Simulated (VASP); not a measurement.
Output of a VASP run:

File OSZICAR:
```
       N       E                     dE             d eps       ncg     rms          rms(c)
DAV:   1     0.806065744143E+03    0.80607E+03   -0.31823E+04  1704   0.169E+03
DAV:   2     0.423813528306E+02   -0.76368E+03   -0.74995E+03  1720   0.545E+02
DAV:   3    -0.281609209407E+02   -0.70542E+02   -0.68534E+02  2264   0.182E+02
DAV:   4    -0.300027080530E+02   -0.18418E+01   -0.18226E+01  2432   0.283E+01
DAV:   5    -0.300330948504E+02   -0.30387E-01   -0.30345E-01  2200   0.372E+00    0.126E+01
DAV:   6    -0.276109603364E+02    0.24221E+01   -0.87470E+00  2144   0.286E+01    0.582E+00
DAV:   7    -0.274550116925E+02    0.15595E+00   -0.10068E+00  2384   0.635E+00    0.232E+00
DAV:   8    -0.274161015754E+02    0.38910E-01   -0.15439E-01  2224   0.321E+00    0.138E+00
DAV:   9    -0.274053518495E+02    0.10750E-01   -0.32711E-02  2320   0.161E+00    0.191E-01
DAV:  10    -0.274047736925E+02    0.57816E-03   -0.36141E-03  2264   0.347E-01    0.723E-02
DAV:  11    -0.274046609364E+02    0.11276E-03   -0.79578E-04  2248   0.213E-01    0.324E-02
DAV:  12    -0.274046608742E+02    0.62259E-07   -0.63936E-05  2176   0.647E-02    0.106E-02
DAV:  13    -0.274046599970E+02    0.87719E-06   -0.22371E-05  2168   0.432E-02    0.414E-03
DAV:  14    -0.274046600763E+02   -0.79272E-07   -0.61525E-07  1192   0.703E-03
   1 F= -.27404660E+02 E0= -.27388927E+02  d E =-.314657E-01
```

OUTCAR:
```
------------------------ aborting loop because EDIFF is reached ----------------------------------------
  FORCE on cell =-STRESS in cart. coord.  units (eV):
  Direction    XX          YY          ZZ          XY          YZ          ZX
  --------------------------------------------------------------------------------------
  Total       -2.4959499     -2.4959496     -2.8336228     -0.0000002     -0.0000000      0.0000000
  in kB      -31.9227613    -31.9227577    -36.2415390     -0.0000032     -0.0000000      0.0000000
  external PRESSURE =     -33.3623527 kB  Pullay stress =       0.0000000 kB
  volume of cell :      125.27
      direct lattice vectors                 reciprocal lattice vectors
     5.806845000  0.000000000  0.000000000     0.172210555  0.099425799  0.000000000
    -2.903422000  5.028875000  0.000000000     0.000000000  0.198851632  0.000000000
     0.000000000  0.000000000  4.289779000     0.000000000  0.000000000  0.233112242
 POSITION                                       TOTAL-FORCE (eV/Angst)
 -----------------------------------------------------------------------------------
     -0.00000      3.35259      3.21733         0.000000     -0.000000     -0.000000
      2.90343      1.67629      1.07244        -0.000000      0.000000     -0.000000
      2.90342      3.44644      3.21733         0.000000      0.000624     -0.000000
      0.00000      1.58244      1.07244        -0.000000     -0.000624      0.000000
     -1.53299      4.23766      1.07244        -0.000540      0.000312      0.000000
      4.43642      0.79122      3.21733         0.000540     -0.000312     -0.000000
      1.37043      0.79122      3.21733        -0.000540     -0.000312     -0.000000
      1.53299      4.23766      1.07244         0.000540      0.000312      0.000000
 -----------------------------------------------------------------------------------
    total drift:                               -0.003659      0.002112     -0.001106
  FREE ENERGIE OF THE ION-ELECTRON SYSTEM (eV)
  ---------------------------------------------------
  free  energy   TOTEN  =       -27.4046600763 eV

  energy  without entropy=      -27.3731944126  energy(sigma->0) =      -27.38892724
```
(Selected blocks of OUTCAR.)

File POSCAR:
```
ScZn3
1
    5.8068450000     0.0000000000     0.0000000000
   -2.9034220000     5.0288750000     0.0000000000
    0.0000000000     0.0000000000     4.2897790000
Sc Zn
2 6
Direct
  0.3333330000   0.6666670000   0.7500000000
  0.6666670000   0.3333330000   0.2500000000
  0.8426650000   0.6853300000   0.7500000000
  0.1573350000   0.3146700000   0.2500000000
  0.1573350000   0.8426650000   0.2500000000
  0.8426650000   0.1573350000   0.7500000000
  0.3146700000   0.1573350000   0.7500000000
  0.6853300000   0.8426650000   0.2500000000
```

Problem. Write an INCAR and KPOINTS that could have produced this output.

Solution. This is not unique; one that fits is the input of the run itself, LDA (Ceperley-Alder, Perdew-Zunger), plane waves, VASP's LDA PAW potentials (set 64).

### INCAR
```
ISIF = 2   ! forces and stress, cell fixed
SYSTEM = ScZn3
EDIFF = 1E-6   ! SCF stop (eV)
LASPH = .TRUE.   ! aspherical one-centre terms
ENCUT = 300
PREC = Accurate
SIGMA = 0.05
LCHARG = .FALSE.
LWAVE = .FALSE.
NELM = 100
LREAL = .FALSE.
LMAXMIX = 4   ! l cut-off of mixed one-centre charges
ISMEAR = -1   ! Fermi-Dirac
ALGO = Normal   ! blocked Davidson
```

### KPOINTS
```
Automatic mesh
0
Gamma
5 5 5
0 0 0
```

POTCAR, in this order: Sc_sv Zn (LDA.64 set). Program: vasp_std.

At this cut-off the stress carries a Pulay error, which pulls relaxed volumes low.

The structure comes from a computed database's ScZn3 entry (P6_3/mmc); how it stands against other phases isn't given here. The cell was not relaxed at this level.
